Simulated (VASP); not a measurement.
Here is the system:

```
LiH
1.0
    0.00000     1.95179     1.95179
    1.95179     0.00000     1.95179
    1.95179     1.95179     0.00000
Li H
1 1
Direct
  0.00000   0.00000   0.00000
  0.50000   0.50000   0.50000
```

The numbers are results of r2SCAN+rVV10, VASP's PBE PAW potentials (set 64) (plane waves; VASP 6.6.1), not measurements. Numerical set-up: 520 eV cut-off, 11×11×11 Γ-centred mesh, Gaussian smearing of 0.050 eV, potentials Li_sv H.

Task: Give the stress tensor in GPa (positive for a compressed cell).

Result: 
```
2.60  0.00  0.00
0.00  2.60  0.00
0.00  0.00  2.60
```
The pressure is its mean diagonal, 2.60 GPa.

The compound is LiH in the rock salt structure. This cell is one point of a volume scan, at 0.94 of the reference volume.
